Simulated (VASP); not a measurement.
An input for Quantum ESPRESSO's pw.x (written as the equivalent of a VASP run, and not itself run):

```
&CONTROL
  calculation = 'scf'
  pseudo_dir = './pseudo'
  outdir = './out'
  tprnfor = .true.
  tstress = .true.
/
&SYSTEM
  ibrav = 0
  nat = 8
  ntyp = 3
  ecutwfc = 88
  occupations = 'tetrahedra'
  input_dft = 'pbesol'
/
&ELECTRONS
  conv_thr = 7.3e-09
  electron_maxstep = 100
/
ATOMIC_SPECIES
  Hg 200.592 Hg.upf
  Te 127.600 Te.upf
  Be 9.012 Be.upf
CELL_PARAMETERS angstrom
    -0.0224083    5.8390550    5.8856695
     5.8390550   -0.0224083    5.8856695
     2.9083233    2.9083233    0.0000000
ATOMIC_POSITIONS crystal
  Hg   0.9959553  0.9959553  0.0080893
  Te   0.1480570  0.1480570  0.2038860
  Te   0.1352509  0.5949674  0.2697816
  Te   0.5949674  0.1352509  0.2697816
  Te   0.6247893  0.6247893  0.2504215
  Be   0.9995753  0.5015648  0.9988599
  Be   0.5015648  0.9995753  0.9988599
  Be   0.4998400  0.4998400  0.0003201
K_POINTS automatic
  4 4 7 0 0 0
```

Write the VASP files for the same calculation (PBEsol).

Several could match; the one computed here: 
### KPOINTS
```
Automatic mesh
0
Gamma
4 4 7
0 0 0
```

INCAR:
```
SYSTEM  =  Be3HgTe4
PREC  =  Accurate; ENCUT  =  400; LREAL  =  .FALSE.
LASPH  =  .TRUE.
EDIFF  =  1E-7; NELM  =  100; ALGO  =  Normal
LMAXMIX  =  6
ISMEAR  =  -5
GGA  =  PS
ISIF  =  2
LWAVE  =  .FALSE.; LCHARG  =  .TRUE.; LORBIT  =  11
NEDOS  =  601
LEFG  =  .TRUE.
```

File POSCAR:
```
Be3HgTe4
1
   -0.0224083414     5.8390549891     5.8856695283
    5.8390549891    -0.0224083414     5.8856695283
    2.9083233238     2.9083233238     0.0000000000
Hg Te Be
1 4 3
Direct
  0.9959553259   0.9959553259   0.0080893481
  0.1480569903   0.1480569903   0.2038860192
  0.1352509089   0.5949674488   0.2697816423
  0.5949674488   0.1352509089   0.2697816423
  0.6247892708   0.6247892708   0.2504214582
  0.9995753354   0.5015647642   0.9988599004
  0.5015647642   0.9995753354   0.9988599004
  0.4998399556   0.4998399556   0.0003200889
```

POTCAR, in this order: Hg Te Be (PBE.64 set). Program: vasp_std.

The two are equivalent in intent, not identical: the potentials are each code's own (VASP's PAW set, PseudoDojo norm-conserving files in pw.x), so ENCUT and ecutwfc are chosen apart and not converted; conv_thr bounds pw.x's estimated SCF error, while EDIFF bounds the energy change between steps; the field gradients of LEFG aren't asked of the other code.

The structure was generated: Be3HgTe4 was put into an ordered model structure (Amm2), which need not be its known phase. It was relaxed first.
